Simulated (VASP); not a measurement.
A convergence study with VASP on Cu3Au (space group no. 221 when undisturbed): a few settings are varied, all else stays as given below, so the limit is that of these other settings. One atom is moved off its site, so that forces are finite.

```xyz
4
Lattice="3.7687 0.0000 0.0000 0.0000 3.7687 0.0000 0.0000 0.0000 3.7687" Properties=species:S:1:pos:R:3 pbc="T T T"
Cu     0.0500     1.8844     1.8844
Cu     1.8844     0.0000     1.8844
Cu     1.8844     1.8844     0.0000
Au     0.0000     0.0000     0.0000
```

The numbers are results of PBE GGA, VASP's PBE PAW potentials (set 64) (plane waves; VASP), not measurements. The last row used: 300 eV cut-off, 14×14×14 Γ-centred mesh shifted by (0.5, 0.5, 0.5), Fermi-Dirac smearing of 0.10 eV, potentials Cu Au.

Unless said otherwise, spin-orbit coupling is left out, though it shifts the bands of the heavy elements here.

```tsv
setting	E (eV/atom)	pressure (GPa)	irreducible k-points
2×2×2 mesh	[?]	[?]	1
3×3×3 mesh	-3.6649	-0.91	6
4×4×4 mesh	-3.5941	1.18	6
5×5×5 mesh	-3.6462	-0.54	18
6×6×6 mesh	-3.6401	-0.52	18
7×7×7 mesh	-3.6461	-0.29	40
8×8×8 mesh	-3.6490	-0.44	40
9×9×9 mesh	-3.6447	-0.31	75
10×10×10 mesh	-3.6489	-0.27	75
11×11×11 mesh	-3.6475	-0.36	126
13×13×13 mesh	[?]	[?]	196
14×14×14 mesh	-3.6473	-0.36	196
```

Task: What belongs in the gaps?

Result: 
- 2×2×2 mesh, E (eV/atom): -2.9887
- 2×2×2 mesh, pressure (GPa): 5.62
- 13×13×13 mesh, E (eV/atom): -3.6476
- 13×13×13 mesh, pressure (GPa): -0.35

Left out are rungs that failed or repeat a setting and relaxations that didn't move; long series are thinned to 24 rows.

The structure is a typed Cu3Au crystal (space group no. 221). The cell was not relaxed at this level, it is distorted from the ideal structure.
